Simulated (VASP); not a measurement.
VASP runs on Tc (space group Fm-3m) share one base input (PBEsol GGA, plane waves, VASP's PBE PAW potentials (set 64)) and change the settings named in each case.

**INCAR**
```
! general
SYSTEM  = Tc
PREC    = Accurate
ENCUT   = 300
LREAL   = .False.
LASPH   = .True.   ! aspherical one-centre terms

! electronic loop
EDIFF   = 1E-6   ! SCF stop (eV)
NELM    = 100
ALGO    = Normal   ! blocked Davidson
LMAXMIX = 4   ! l cut-off of mixed one-centre charges

! smearing
ISMEAR  = -1   ! Fermi-Dirac
SIGMA   = 0.1   ! width (eV)

! functional
GGA     = PS   ! PBEsol

! ions
ISIF    = 2

! output
LWAVE   = .False.
LCHARG  = .False.
```

KPOINTS:
```
Regular mesh
0
gamma
19 19 19
```

POSCAR:
```
Tc
1
    0.0000000000     1.9278640000     1.9278640000
    1.9278640000     0.0000000000     1.9278640000
    1.9278640000     1.9278640000     0.0000000000
Tc
1
Direct
  0.0000000000   0.0000000000   0.0000000000
```

POTCAR, in this order: Tc_pv (PBE.64 set). Program: vasp_std.

```json
[
 {"change": "base run", "E(σ→0) (eV/atom)": "-11.1979", "pressure (GPa)": "-7.63", "−TS (eV)": "-0.0356"},
 {"change": "GGA removed, POTCAR Tc_pv (LDA.64 set)", "E(σ→0) (eV/atom)": "-11.6485", "pressure (GPa)": "-12.11", "−TS (eV)": "-0.0359"},
 {"change": "GGA_COMPAT = .FALSE., LNONCOLLINEAR = .TRUE., LSORBIT = .TRUE., MAGMOM = 0.0 0.0 0.0, program vasp_ncl", "E(σ→0) (eV/atom)": "-11.2954", "pressure (GPa)": "?", "−TS (eV)": "?"},
 {"change": "KPOINTS 5×5×5 Γ-centred mesh", "E(σ→0) (eV/atom)": "-11.1931", "pressure (GPa)": "-10.20", "−TS (eV)": "-0.0543"}
]
```

**Question.** Some entries are withheld; supply them.

**Answer.** 
- GGA_COMPAT = .FALSE., LNONCOLLINEAR = .TRUE., LSORBIT = .TRUE., MAGMOM = 0.0 0.0 0.0, program vasp_ncl, pressure (GPa): -7.45
- GGA_COMPAT = .FALSE., LNONCOLLINEAR = .TRUE., LSORBIT = .TRUE., MAGMOM = 0.0 0.0 0.0, program vasp_ncl, −TS (eV): -0.0357

Energies of different potentials or functionals have different zeros.  At 300 eV the pressure can carry a Pulay error.

Left out are runs that ran out of time, are held back, or changed the cell or the kind of run, fixed moments of cells without a moment, rows past the twelfth, gaps on odd meshes, pressures of charged cells and columns that move by less than the noise.

The structure was generated: Tc was put into an ordered model structure, which need not be its known phase. The cell was not relaxed at this level, its lattice was scaled by up to 2.5 %.
